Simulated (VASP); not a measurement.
Calculation: LDA (Ceperley-Alder, Perdew-Zunger), VASP's LDA PAW potentials (set 64) (plane waves; VASP).

The input files of a VASP run:

File KPOINTS:
```
Regular mesh
0
gamma
  15 15 15
```

**POSCAR**
```
Ir
1.0
  0.0000000000   1.9094454202   1.9094454202
  1.9094454202   0.0000000000   1.9094454202
  1.9094454202   1.9094454202   0.0000000000
Ir
1
Cart
  1.9094454202   0.0000000000   1.9094454202
```

**INCAR**
```
ISMEAR  =  1   ! Methfessel-Paxton
EDIFFG  =  -0.001   ! ionic stop
LREAL  =  F   ! projection in real space or not
SYSTEM  =  Ir
ISIF  =  2   ! forces and stress, cell fixed
EDIFF  =  1E-8
LMAXMIX  =  6
SIGMA  =  0.1   ! width (eV)
NSW  =  30   ! most ionic steps
ALGO  =  Normal   ! blocked Davidson
IBRION  =  1   ! quasi-Newton
LCHARG  =  F
PREC  =  Accurate
ENCUT  =  400
LWAVE  =  F
LASPH  =  T   ! aspherical one-centre terms
NELM  =  100   ! most electronic steps
```

POTCAR, in this order: Ir (LDA.64 set). Program: vasp_std.

Unless said otherwise, spin-orbit coupling is left out, though it shifts the bands of the heavy elements here.

Task: What does the run give for the energy per atom (σ→0), band gap (on the k-mesh)?

Result: 
The energy per atom (σ→0) is -10.330 eV/atom and the band gap (on the k-mesh) comes out as none (metal, semimetal or under 0.01 eV).

**OSZICAR**
```
...
DAV:   6    -0.104336241229E+02    0.51050E+00   -0.10657E+00  2184   0.143E+01    0.654E+00
DAV:   7    -0.103383032453E+02    0.95321E-01   -0.31206E-01  2544   0.714E+00    0.154E+00
DAV:   8    -0.103324717436E+02    0.58315E-02   -0.17298E-03  2080   0.650E-01    0.706E-01
DAV:   9    -0.103305907433E+02    0.18810E-02   -0.12594E-03  2464   0.620E-01    0.340E-02
DAV:  10    -0.103305863421E+02    0.44012E-05   -0.70100E-06  2712   0.338E-02    0.737E-03
DAV:  11    -0.103305864725E+02   -0.13038E-06   -0.39027E-07  2648   0.519E-03    0.708E-04
DAV:  12    -0.103305864671E+02    0.54573E-08   -0.56960E-09  2000   0.894E-04
   1 F= -.10330586E+02 E0= -.10330485E+02  d E =-.103306E+02
```

The compound is Ir in the fcc structure. It was relaxed first. The start is the result of an earlier pass.
